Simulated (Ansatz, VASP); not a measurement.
# Cross-check of W (Tungsten) between VASP and Ansatz, part 2 of 2

One calculation is typed for both programs; each brings its own data sets and cutoff. How far apart do they land? The cell is taken from a series of VASP runs on this material, whose earlier steps may have relaxed, scaled or displaced it; both programs get it as it stands.

VASP 6.6.1 and Ansatz 0.2.0.

So far: Starting point; VASP: relaxation of cell and atoms, PBEsol, spin-orbit coupling.

## 3. Ansatz: relaxation of cell and atoms, PBEsol, spin-orbit coupling

Level of this step: Ansatz beside VASP: Kohn-Sham DFT, plane waves, PBEsol, spin-orbit coupling (Ansatz).

Ansatz runs on its fully relativistic PAW (standard-fr) files.

The same cell, functional, mesh and smearing now go to Ansatz, which takes its cutoff from its data sets.

File input.yaml:

```yaml
crystal:
  lattice:
    - [-1.5719193875, 1.5719193875, 1.5719193875]
    - [1.5719193875, -1.5719193875, 1.5719193875]
    - [1.5719193875, 1.5719193875, -1.5719193875]
  atoms:
    - { symbol: W, position: [0.0, 0.0, 0.0] }
hamiltonian:
  xc: pbesol
  pseudopotentials: { kind: paw_fr }
magnetization:
  noncollinear: true
  spin_orbit: true
kpoints:
  mp_grid: { grid: [16, 16, 16] }
scf:
  occupations: { method: methfessel_paxton, width: 0.15 }
relax:
  f_tol: 0.01
  max_steps: 60
  cell: { stress_tol: 0.05 }
output:
  forces: true
  stress: true
  write_density: true
  write_potential: true
  elf: true
  volumetric_format: npy
```

Run with:

```
ansatz run input.yaml --threads 4 --pin off --max-ram 9216MiB --backend cpu --events-out ev --progress --plain --runs-dir out
```

Numbers of over 12 decimals in the logs are rounded to 6 here.

What it wrote:

```text
Engine: ansatz 0.2.0, aarch64-unknown-linux-gnu
Pseudopotentials: kind: paw_fr
Pseudopotential: W, paw_fr, valence charge 14, recommended cutoff 420 eV (normal), W.paw.azcp#standard-fr
Functional definition: PBEsol
  exchange = pbesol_x
  correlation = pbesol_c
non-collinear run that drives no moment, with spin-orbit: no starting moment large enough to seed its density (crystal.atoms[].spin), no starting occupations that ask for one, no magnetisation constraint and no magnetic field, so the semilocal B_xc is pinned to zero
Crystal: 1 atoms, lattice volume = 15.536 Å³
Basis set: ecut = 420 eV, 321 PW (Γ), exchange–correlation on 40×40×40 points (8 copies of the dense FFT grid, shifted against one another)
Bands: 22, of which v1, the nominal top of the filled ones, is band 14 counted from 1 (13 counted from 0)
Symmetry: 48 space group operations + 48 with time reversal
Magnetic group: BNS 229.141 (UNI 1643), of the structure as read, at distance tolerance 2.5e-5 Å
k-points: 145 of 4096
Projection manifold: j_resolved (fully-relativistic pseudo-atomic orbitals)
Non-local potential: W, projectors of the file, l = 0: 3, l = 1: 4, l = 2: 4, l = 3: 2
PAW form: soft (Blöchl's): semilocal exchange-correlation on the pseudo side does not see the compensation charge
PAW frozen core: W, regenerated for the run's functional, and the local potential with it (the file was generated under x = pbe(κ = 0.804, μ = 0.219515), c = pbe(β = 0.066725))
PAW one-centre angular grid: W, 590 points (default); XC on 64 Gauss nodes
Initial density: superposition of atomic densities (chi_scale 0.1, normalization cell)
Initial wavefunctions: pseudopotential atomic-orbital guess
Functional: x = pbesol(κ = 0.804, μ = 0.123457), c = pbesol(β = 0.046)
SCF iter   1: F=—  HF=-10280.937477 eV  |F-HF|=—  |Δ(HF+E_count)|=         —  Δρ=6.36e-2  dr2=5.05e-1  dr2_m=0.00e0 (ungated)  ethr=3.10e-3  |M|=0.00e0 ∫|m|=0.00e0 μB  |m|>n=0.0e0 m-floor=0.0e0 τ_xc=0.0e0  β_m=0.30  ⟨swp⟩=6.0  Hψ=8333  notcnv=0
preconditioner: auto → none  [insulator: Δε(μ)=0.184 eV  Ē_g=9.477 eV  σ=0.150 eV  W_gap=0.58  n_scr=0 (ndim 8)  ℏωp=23.1 eV  f_vac=0.000  D(μ)=0.37/eV (n_scr^D=0)  ε∞_Penn≈6.9]
SCF iter   2: F=—  HF=-10280.787467 eV  |F-HF|=—  |Δ(HF+E_count)|=   1.50e-1  S|Δr|=    0.00e0  Δρ=3.82e-2  dr2=1.46e-1  dr2_m=0.00e0 (ungated)  ethr=3.10e-3  |M|=0.00e0 ∫|m|=0.00e0 μB  |m|>n=0.0e0 m-floor=0.0e0 τ_xc=0.0e0  β_m=0.47  ⟨swp⟩=2.1  Hψ=2588  notcnv=0  defer=360
SCF iter   3: F=—  HF=-10280.743082 eV  |F-HF|=—  |Δ(HF+E_count)|=   4.44e-2  S|Δr|=    0.00e0  Δρ=9.03e-3  dr2=4.11e-3  dr2_m=0.00e0 (ungated)  ethr=1.04e-3  |M|=0.00e0 ∫|m|=0.00e0 μB  |m|>n=0.0e0 m-floor=0.0e0 τ_xc=0.0e0  β_m=0.69  ⟨swp⟩=2.9  Hψ=2670  notcnv=0  defer=366
SCF iter   4: F=—  HF=-10280.743101 eV  |F-HF|=—  |Δ(HF+E_count)|=   1.92e-5  S|Δr|=    0.00e0  Δρ=1.22e-3  dr2=2.46e-4  dr2_m=0.00e0 (ungated)  ethr=2.94e-5  |M|=0.00e0 ∫|m|=0.00e0 μB  |m|>n=0.0e0 m-floor=0.0e0 τ_xc=0.0e0  β_m=0.65  ⟨swp⟩=2.3  Hψ=2510  notcnv=0  defer=366
SCF iter   5: F=—  HF=-10280.742999 eV  |F-HF|=—  |Δ(HF+E_count)|=   1.02e-4  S|Δr|=    0.00e0  Δρ=1.23e-4  dr2=1.07e-6  dr2_m=0.00e0 (ungated)  ethr=1.76e-6  |M|=0.00e0 ∫|m|=0.00e0 μB  |m|>n=0.0e0 m-floor=0.0e0 τ_xc=0.0e0  β_m=0.82  ⟨swp⟩=2.5  Hψ=2195  notcnv=0  defer=366
SCF iter   6: F=—  HF=-10280.742998 eV  |F-HF|=—  |Δ(HF+E_count)|=   7.06e-7  S|Δr|=    0.00e0  Δρ=6.27e-6  dr2=3.81e-9  dr2_m=0.00e0 (ungated)  ethr=7.14e-10  |M|=0.00e0 ∫|m|=0.00e0 μB  |m|>n=0.0e0 m-floor=0.0e0 τ_xc=0.0e0  β_m=0.83  ⟨swp⟩=8.7  Hψ=8430  notcnv=0
SCF iter   7: F=-10280.742998 eV  HF=-10280.742998 eV  |F-HF|=5.46e-12  |Δ(HF+E_count)|=  9.66e-10  S|Δr|=    0.00e0  Δρ=3.31e-7  dr2=8.18e-12  dr2_m=0.00e0 (ungated)  ethr=2.72e-11  |M|=0.00e0 ∫|m|=0.00e0 μB  |m|>n=0.0e0 m-floor=0.0e0 τ_xc=0.0e0  ⟨swp⟩=4.9  Hψ=7332  notcnv=0
SCF 1 converged in 7 iterations: F = -10280.742998 eV  dr2 = 8.18e-12
  greatest PAW one-centre occupation: 1.000 electrons in one spin orbital (limit 2), on the W atom at site 0 (counted from 0), in its partial waves of l = 0
relax step   1: F+E_penalty+E_count = -10280.74299834 eV  Δ(F+E_penalty+E_count) = +0.000e0 eV  max|allowed force component| = 0.000e0 eV/Å  Δτ_max = 0.0000 Å  P = +3.330 GPa  Ω = 15.536 Å³  (7 SCF iters, accepted)
[...]
relax step   2: F+E_penalty+E_count = -10280.73457809 eV  Δ(F+E_penalty+E_count) = +8.420e-3 eV  max|allowed force component| = 0.000e0 eV/Å  Δτ_max = 0.0000 Å  P = -7.622 GPa  Ω = 16.104 Å³  energy of the carried Pulay correction = -2.202e-4 eV  (4 SCF iters, dr2 threshold 1.00e-7 eV, rejected (line search))
[...]
relax step   3: F+E_penalty+E_count = -10280.74459531 eV  Δ(F+E_penalty+E_count) = -1.597e-3 eV  max|allowed force component| = 0.000e0 eV/Å  Δτ_max = 0.0000 Å  P = -0.131 GPa  Ω = 15.705 Å³  energy of the carried Pulay correction = -6.611e-5 eV  (6 SCF iters, accepted)
[...]
relax step   4: F+E_penalty+E_count = -10280.74460060 eV  Δ(F+E_penalty+E_count) = -5.292e-6 eV  max|allowed force component| = 0.000e0 eV/Å  Δτ_max = 0.0000 Å  P = +0.002 GPa  Ω = 15.698 Å³  energy of the carried Pulay correction = -6.351e-5 eV  (2 SCF iters, dr2 threshold 4.31e-8 eV, accepted)
[...]
relax step   5: F+E_penalty+E_count = -10280.74466898 eV  Δ(F+E_penalty+E_count) = -6.837e-5 eV  max|allowed force component| = 0.000e0 eV/Å  Δτ_max = 0.0000 Å  P = +0.002 GPa  Ω = 15.698 Å³  stress off target by 1.77e-3 GPa  SCF on the basis re-selected at this cell (its energy is not comparable with the rows above)  (4 SCF iters)
basis re-selected at this cell: Δ(F+E_penalty+E_count) = -6.837e-5 eV, ΔP = -0.000 GPa vs the last step (what re-selecting the basis moved, of the pressure what is left beyond the Pulay correction that the steps carried, after the strain that the cell walked since its last selection, with what the two solves' SCF thresholds leave and, on support functions, any second-order correction that the steps lacked; it is no measure of the basis error at this ecutwfc). This SCF's stress stands 1.77e-3 GPa from its target on what of the cell is left free (relax.cell.stress_tol is 5.00e-2 GPa) and its largest allowed force component is 0.00e0 eV/Å (relax.f_tol is 1.00e-2 eV/Å): [rest of the remark cut]
SCF converged after 4 iterations
Stability not checked: this state was not tested for a lower state beside it, because cold or Methfessel-Paxton smearing, or corrected tetrahedra, fill the levels in a way that the test cannot read (fill_not_monotonic; see scf.lower_state_search)
Magnetization: |M| = 0.0000 μB,  M = (+0.0000, +0.0000, +0.0000) μB
Absolute magnetization: 0.0000 μB (∫|m|)
  site 0: m = (+0.0000, +0.0000, +0.0000) μB, |m| = 0.0000 μB  (R = 1.13 Å)
Free energy (F): -10280.744669 eV
Harris-Foulkes:  -10280.744669 eV  (|F-HF|=5.46e-12)
Internal energy: -10280.743171 eV  (E = F + TS)
E sigma→0 (E₀):  -10280.744295 eV
Entropy (-TS):   -0.001498 eV (-1.498 meV/atom)
Fermi energy:    22.775150 eV
--- Per-component energies (eV) ---
  E_band       = -83.081314
  E_kinetic    = 450.597659
  E_local      = -593.809757  (includes V_loc(G=0)·N_el)
  E_nonlocal   = -1.686769
  E_hartree    = 213.270108
  E_xc         = -265.127439
  E_vxc        = -238.793478  (∫ρ·V_xc dr)
  E_paw        = -8456.309809  (= ΣΔE_a)
  E_vpaw       = -125.929158  (= ΣTr[D̂ρ^β])
  E_aug_tail   = -0.000059  (compensation charges beyond the density's cutoff)
  E_ewald      = -1627.903728
  E_core_change = 0.226623  (= ΣΔE_core)
  E_smearing   = -0.001498  (= −TS)
  E_closure    = 0.000000  (closes the sum)
  Σ components = -10280.744669   (vs F -10280.744669, Δ=0.00e0)
--- Forces (eV/Å), atoms counted from 1 ---
  atom   1  W     -0.00000000    -0.00000000     0.00000000
  max |Σ_I F_I| component: 3.90e-31 eV/Å
--- Stress (GPa, compression-positive) ---
        0.001771      -0.000000       0.000000
       -0.000000       0.001771      -0.000000
       -0.000000      -0.000000       0.001771
  P = ⅓ Tr σ = 0.0018 GPa (0.018 kbar)
--- Band table (eV; the first three rows and the last of 145) ---
  k-point 0: bands = [... 10 lower, 21.2677, 21.2677, 21.2677, 21.2677, 21.7801, 21.7801, 25.0307, 25.0307, ... 4 higher]
  k-point 1: bands = [... 10 lower, 21.2004, 21.2004, 21.3229, 21.3229, 21.8336, 21.8336, 24.8426, 24.8426, ... 4 higher]
  k-point 2: bands = [... 10 lower, 20.9552, 20.9552, 21.2538, 21.2538, 22.2582, 22.2582, 24.4746, 24.4746, ... 4 higher]
  k-point 144: bands = [... 10 lower, 16.7747, 16.7747, 27.7437, 27.7437, 27.7437, 27.7437, 28.4730, 28.4730, ... 4 higher]
--- Relaxed structure (4 steps of the walk, 3 accepted, 1 SCFs on fresh bases) ---
  F+E_penalty+E_count = -10280.74466898 eV   max|allowed force component| = 0.000e0 eV/Å   (the final SCF, on the basis selected at the relaxed cell)
  cell:  # Å, volume = 15.6981 Å³
    - [-1.577354, 1.577354, 1.577354]
    - [1.577354, -1.577354, 1.577354]
    - [1.577354, 1.577354, -1.577354]
  atoms:
    - { symbol: W, position: [0.0, 0.0, 0.0] }
```

It took 13 s on 4 threads of Arm Neoverse N1, shared host; peak memory 0.44 GiB; 46 s of CPU time.

## 4. Differences

Known differences besides the potentials themselves: spin-orbit coupling enters by fully relativistic files in Ansatz and inside the spheres in VASP; both relaxations stop at a tolerance, which leaves soft axes loose, and VASP keeps its plane-wave basis; the data sets hold 14 valence electrons in Ansatz (fully relativistic PAW (standard-fr) files) and 6 in VASP; the cutoff is 420 eV in Ansatz and 450 eV in VASP; Ansatz makes its cores anew for this functional, VASP keeps those of its PBE data sets; Ansatz adds a Pulay correction to the stress that steers its cell, VASP none. Total energies have different zeros and are not compared.

The two programs side by side:

```csv
quantity,Ansatz,VASP,difference
volume (Å³),15.70,15.54,+1.04 %
"edge a after relaxation, in the typed setting (Å)",2.732,2.723,+0.35 %
```

The walks stopped with 0.00 GPa left in Ansatz and 0.06 GPa in VASP; each walk ends within a tolerance, so the volume difference is uncertain by about these residues over the bulk modulus, most in soft cells.

## 5. Summary of results

* difference in volume (relaxation of cell and atoms, PBEsol, spin-orbit coupling): 1.0 %

**Reading.** The difference in volume is 1.0 % (relaxation of cell and atoms, PBEsol, spin-orbit coupling), within the 1.2 % picked in this series as the mark of a large difference, as far as the stopping tolerances let one tell. Such differences can come from data sets, numerical settings and the points named under the comparisons, not from the functional's error against experiment.

[Lines on the potential files, build, host, timing and source positions are cut from VASP's logs without a mark.]

[Logs are printed without paths, hosts, clocks, repeated set-up lines and the standing remarks that a program may print on its own settings, such as how far it seeks lower states.]

[Hosts, paths, dates, database ids (printed as entryN), source tags and the programs' standing remarks are cut or masked in the printed files.]
